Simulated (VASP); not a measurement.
Input:

```
CELL_PARAMETERS angstrom
      3.19703     0.00000     0.00000
      0.00000     3.19703     0.00000
      0.00000     0.00000     3.19703
ATOMIC_POSITIONS crystal
  Ta 0.00000 0.00000 0.00000
  Al 0.50000 0.50000 0.50000
```

Method: PBEsol GGA, VASP's PBE PAW potentials (set 64) (plane waves; VASP). Run with 400 eV cut-off, Gaussian smearing of 0.050 eV, potentials Ta_pv Al.

Question: Give the energies of bands 4 to 10 at the high-symmetry points, in eV from the Fermi level.

Answer: 
```
band       Γ      X      M      R
----  ------  -----  -----  -----
4     -10.20  -6.46  -6.12  -4.29
5      -2.67  -5.95  -2.89  -4.29
6      -2.67  -1.55  -2.00  -4.29
7       2.58  -0.39  -2.00   0.12
8       2.58  -0.39   0.49   3.27
9       2.58   3.05   0.49   3.27
10      4.25   4.67   4.71   3.27
```

It has no gap at this level: it comes out as a metal or semimetal.

The structure was generated: TaAl was put into the CsCl type type (Pm-3m), which need not be its known phase. It was relaxed first, which changed the volume by -40 %.
